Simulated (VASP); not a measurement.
Shape and ions are relaxed at each volume.

```
CELL_PARAMETERS angstrom
      1.51424    -2.62273     0.00000
      1.51424     2.62273     0.00000
      0.00000     0.00000     3.20262
ATOMIC_POSITIONS crystal
  Ti 0.00000 0.00000 0.00000
  B  0.33333 0.66667 0.50000
  B  0.66667 0.33333 0.50000
```

Method: vdW-DF-cx, VASP's PBE PAW potentials (set 64) (plane waves; VASP). Numerical set-up: 520 eV cut-off, 12×12×10 Γ-centred mesh, first-order Methfessel-Paxton smearing of 0.10 eV, potentials Ti_sv B.

### Question
Give the energy at these volumes per atom, relative to the lowest: 7.97, 8.22, 8.47, 8.73, 8.98 Å³.

### Answer
27.3, 6.6, 0.0, 5.6, 21.7 meV/atom. A third-order Birch-Murnaghan fit gives B0 = 255 GPa and B0′ = 3.9.

Measured: bulk modulus 240 GPa (computed value off by +6.2 %), as given by Synthesis of Binary Transition Metal Nitrides, Carbides and Borides from the Elements in the Laser-Heated Diamond …. The calculation is for a static lattice, while the measured bulk modulus holds thermal and zero-point effects, which are part of the difference.

The compound is TiB2 in the AlB2 type structure. It was relaxed first.
